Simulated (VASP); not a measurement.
Given:

```xyz
2
Lattice="0.0000 2.8032 2.8032 2.8032 0.0000 2.8032 2.8032 2.8032 0.0000" Properties=species:S:1:pos:R:3 pbc="T T T"
Ag     0.0000     0.0000     0.0000
Cl     2.8032     2.8032     2.8032
```

Method: PBE0 hybrid, VASP's PBE PAW potentials (set 64) (plane waves; VASP). Run with 520 eV cut-off, 6×6×6 Γ-centred mesh, Gaussian smearing of 0.050 eV, potentials Ag Cl.

### Question
Estimate the energy per atom (σ→0), band gap (over the mesh, the named points and PBE's band edges) with the smallest direct gap where there is one.

### Answer

The band gap (over the mesh, the named points and PBE's band edges) is 3.10 eV, the smallest direct gap (over the mesh, the named points and PBE's band edges) comes out as 5.16 eV and the energy per atom (σ→0) is -3.596 eV/atom.

The compound is AgCl in the rock salt structure. It was relaxed first.
